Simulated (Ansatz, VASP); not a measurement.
One calculation of La2AlF, two programs

```
CELL_PARAMETERS angstrom
0.00000 4.77064 4.77064
4.77064 0.00000 4.77064
4.77064 4.77064 0.00000
ATOMIC_POSITIONS crystal
La 0.62500 0.62500 0.62500
La 0.62500 0.62500 0.12500
La 0.62500 0.12500 0.62500
La 0.12500 0.62500 0.62500
Al 0.00000 0.00000 0.00000
Al 0.25000 0.25000 0.25000
F 0.75000 0.75000 0.75000
F 0.50000 0.50000 0.50000
```

Alike in both runs: task single point; functional PBE; k mesh 4 × 4 × 4; occupations gaussian, width 0.1 eV; no spin polarisation.

```csv
,VASP,Ansatz
version,VASP 6.6.1,Ansatz 0.2.0
potentials or method,"VASP PAW PBE potentials, release 64 (La, Al, F)","scalar-relativistic, plane waves, PAW"
plane-wave cutoff (eV),520,420
valence electrons in the cell,64,64
```

```csv
,VASP,Ansatz,Ansatz less VASP
gap on the k mesh at the Fermi level (eV),none,none,-
pressure (GPa),22.4,22.6,+0.21
```

A gap of «none» marks a metal or a gap that the smearing closes.

Caveats: so large a pressure means that the cell lies far from this level's equilibrium, or that cutoff or potentials fall short (VASP). Spin-orbit coupling is left out, which matters for the levels of La.
